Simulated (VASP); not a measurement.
**Sn: relaxation of cell and atoms with PBEsol**

Crystal: Sn.

```xyz
2
Lattice="0.0000 3.2850 3.2850 3.2850 0.0000 3.2850 3.2850 3.2850 0.0000" Properties=species:S:1:pos:R:3 pbc="T T T"
Sn    3.2850    3.2850    3.2850
Sn    4.9275    4.9275    4.9275
```

This isn't the form of Sn at room conditions, which is tetragonal (white tin).

```yaml
Program: VASP 6.6.1
Task: relaxation of cell and atoms
Functional: PBEsol
Potentials_or_basis: VASP PAW PBE potentials, release 64 (Sn)
Cutoff: 580 eV
k_mesh: 12 × 12 × 12
Occupations: gaussian, width 0.1 eV
Spin: no spin polarisation
Further_INCAR_settings: ALGO = Fast; EDIFF = 1e-07; IBRION = 2; EDIFFG = -0.005; NSW = 90; ISIF = 3
```

```
Relaxed volume                         : 35.07 Å³/atom
Relaxed cell                           : a = 4.629 Å, b = 4.629 Å, c = 4.629 Å, α = 60.00°, β = 60.00°, γ = 60.00°
Space group after relaxing (to 0.05 Å) : Fd-3m (No. 227)
Energy gained by relaxing              : 0.5 meV/atom
Ionic steps                            : 3
Pressure after relaxing                : 0.0 GPa
Band gap on the k mesh                 : none (metal or under the smearing width)
```

The path:
| step | energy change (eV) | largest force (eV/Å) | pressure (GPa) | volume (Å³) |
| --- | --- | --- | --- | --- |
| 1 | 0.0000 | 0.0000 | -0.44 | 70.90 |
| 2 | -0.0010 | 0.0000 | 0.14 | 69.90 |
| 3 | -0.0011 | 0.0000 | 0.00 | 70.13 |

Final structure:
```yaml
crystal:
  lattice:
    - [0.00000, 3.27315, 3.27315]
    - [3.27315, 0.00000, 3.27315]
    - [3.27315, 3.27315, 0.00000]
  atoms:
    - { symbol: Sn, position: [0.50000, 0.50000, 0.50000] }
    - { symbol: Sn, position: [0.75000, 0.75000, 0.75000] }
```

Levels at points of the mesh, in eV from the Fermi level:
| k point | band 2 | band 3 | band 4 | band 5 | band 6 | band 7 |
| --- | --- | --- | --- | --- | --- | --- |
| (0.00, 0.00, 0.00) | -0.80 | 0.10 | 0.10 | 0.10 | 2.16 | 2.16 |
| (0.50, 0.00, 0.00) | -6.21 | -1.07 | -1.07 | -0.09 | 3.21 | 3.21 |
| (0.50, 0.50, 0.00) | -7.43 | -2.38 | -2.38 | 0.79 | 0.79 | 7.57 |

Wall time 40 s on 1 thread of AMD EPYC 9R45 96-Core Processor (Zen 5), with other jobs on the host, peak memory 0.21 GiB.

Caveat: the PAW data sets were made with another functional, which shifts forces and pressure a little.
